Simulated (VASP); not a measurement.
Data:

```yaml
crystal:
  lattice:
    - [0.00000, 2.93058, 2.93058]
    - [2.93058, 0.00000, 2.93058]
    - [2.93058, 2.93058, 0.00000]
  atoms:
    - { symbol: Cu, position: [0.00000, 0.00000, 0.00000] }
    - { symbol: I, position: [0.25000, 0.25000, 0.25000] }
```

Method: LDA (Ceperley-Alder, Perdew-Zunger), VASP's LDA PAW potentials (set 64) (plane waves; VASP). Numerical set-up: 400 eV cut-off, 7×7×7 Γ-centred mesh, Gaussian smearing of 0.050 eV, potentials Cu I.

Unless said otherwise, spin-orbit coupling is left out, though it shifts the bands of the heavy elements here.

Predict the energy per atom (σ→0), band gap (on the k-mesh) with the smallest direct gap where there is one.

```json
{
  "band gap (on the k-mesh)": "1.28 eV",
  "smallest direct gap (on the k-mesh)": "1.28 eV",
  "energy per atom (σ→0)": "-3.498 eV/atom"
}
```

Total energies compare only between runs with the same potentials, cut-off and functional.

The compound is CuI in the zinc blende structure. It was relaxed first, which changed the volume by -9 %. The start is the result of an earlier pass.
